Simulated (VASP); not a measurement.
Output of a VASP run:

OSZICAR:
```
       N       E                     dE             d eps       ncg     rms          rms(c)
DAV:   1     0.824736590172E+02    0.82474E+02   -0.62968E+03   568   0.849E+02
DAV:   2    -0.150268815432E+02   -0.97501E+02   -0.95415E+02   596   0.313E+02
DAV:   3    -0.200881911767E+02   -0.50613E+01   -0.48596E+01   856   0.542E+01
DAV:   4    -0.202142893382E+02   -0.12610E+00   -0.11705E+00   724   0.858E+00
DAV:   5    -0.202176272294E+02   -0.33379E-02   -0.33341E-02   860   0.151E+00    0.955E+00
DAV:   6    -0.193279376151E+02    0.88969E+00   -0.45204E+00   928   0.247E+01    0.352E+00
DAV:   7    -0.192786301804E+02    0.49307E-01   -0.77444E-02   652   0.237E+00    0.197E+00
DAV:   8    -0.192560487995E+02    0.22581E-01   -0.33017E-02   826   0.147E+00    0.215E-01
DAV:   9    -0.192557820769E+02    0.26672E-03   -0.25791E-03   668   0.404E-01    0.871E-02
DAV:  10    -0.192557459612E+02    0.36116E-04   -0.16676E-04   866   0.113E-01    0.802E-02
DAV:  11    -0.192557486419E+02   -0.26807E-05   -0.16573E-05   858   0.283E-02    0.451E-02
DAV:  12    -0.192557351126E+02    0.13529E-04   -0.41229E-05   690   0.471E-02    0.928E-03
DAV:  13    -0.192557353638E+02   -0.25115E-06   -0.14315E-06   538   0.852E-03
   1 F= -.19255735E+02 E0= -.19218526E+02  d E =-.744196E-01
```

**OUTCAR**
```
------------------------ aborting loop because EDIFF is reached ----------------------------------------
  FORCE on cell =-STRESS in cart. coord.  units (eV):
  Direction    XX          YY          ZZ          XY          YZ          ZX
  --------------------------------------------------------------------------------------
  Total        2.3009128      2.3009128      2.3009128      0.0000000      0.0000000     -0.0000000
  in kB       56.5011638     56.5011638     56.5011638      0.0000000      0.0000000     -0.0000000
  external PRESSURE =      56.5011638 kB  Pullay stress =       0.0000000 kB
  volume of cell :       65.25
      direct lattice vectors                 reciprocal lattice vectors
     4.025790000  0.000000000  0.000000000     0.248398451  0.000000000  0.000000000
     0.000000000  4.025790000  0.000000000     0.000000000  0.248398451  0.000000000
     0.000000000  0.000000000  4.025790000     0.000000000  0.000000000  0.248398451
 POSITION                                       TOTAL-FORCE (eV/Angst)
 -----------------------------------------------------------------------------------
      0.00000      0.00000      0.00000         0.000000      0.000000      0.000000
      0.00000      2.01289      2.01289         0.000000      0.000000      0.000000
      2.01289      0.00000      2.01289         0.000000      0.000000      0.000000
      2.01289      2.01289      0.00000         0.000000      0.000000      0.000000
 -----------------------------------------------------------------------------------
    total drift:                                0.000000      0.000000      0.000000
  FREE ENERGIE OF THE ION-ELECTRON SYSTEM (eV)
  ---------------------------------------------------
  free  energy   TOTEN  =       -19.2557353638 eV

  energy  without entropy=      -19.1813158010  energy(sigma->0) =      -19.21852558
```
(Selected blocks of OUTCAR.)

File POSCAR:
```
Al3Sc
1
    4.0257900000     0.0000000000     0.0000000000
    0.0000000000     4.0257900000     0.0000000000
    0.0000000000     0.0000000000     4.0257900000
Sc Al
1 3
Direct
  0.0000000000   0.0000000000   0.0000000000
  0.0000000000   0.5000000000   0.5000000000
  0.5000000000   0.0000000000   0.5000000000
  0.5000000000   0.5000000000   0.0000000000
```

**Question.** Reconstruct the remaining input files.

**Answer.** This is not unique; one that fits is the input of the run itself, PBE GGA, plane waves, VASP's PBE PAW potentials (set 64).

INCAR:
```
LCHARG = .FALSE.
LREAL = .FALSE.   # projection in real space or not
ALGO = Normal
GGA = PE
SIGMA = 0.136   # width (eV)
ISMEAR = -1   # Fermi-Dirac
LASPH = .TRUE.   # aspherical one-centre terms
EDIFF = 1E-6
NELM = 100
LMAXMIX = 4   # l cut-off of mixed one-centre charges
LWAVE = .FALSE.
ISIF = 2   # forces and stress, cell fixed
ENCUT = 300
PREC = Accurate
SYSTEM = Al3Sc
```

File KPOINTS:
```
Automatic mesh
0
Gamma
7 7 7
0 0 0
```

POTCAR, in this order: Sc_sv Al (PBE.64 set). Program: vasp_std.

At this cut-off the stress carries a Pulay error, which pulls relaxed volumes low.

The structure is a typed Al3Sc crystal. The cell was not relaxed at this level.
